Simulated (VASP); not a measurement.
Energy against volume of Cs (bcc). Calculation: rev-vdW-DF2, VASP's PBE PAW potentials (set 64) (plane waves; VASP 6.6.1). Settings: 520 eV cut-off, 9×9×9 Γ-centred mesh, first-order Methfessel-Paxton smearing of 0.10 eV, potentials Cs_sv.

```tsv
V (Å³/atom)	E (eV/atom)
100.039	1.74115
103.231	1.73852
106.424	1.73744
109.617	1.73772
```

Fit these four points and predict the energy of the run at 112.809 Å³/atom.

A cubic in V^(−2/3), the third-order Birch-Murnaghan form, passes through the four points with V0 = 107.31 Å³/atom and B0 = 2 GPa, and gives 1.7392 eV/atom there. The run gave 1.7392 eV/atom, -0.0 meV/atom from the fit; all five points give B0 = 2 GPa.

The compound is Cs in the bcc structure. It was relaxed first, which changed the volume by -5 %.
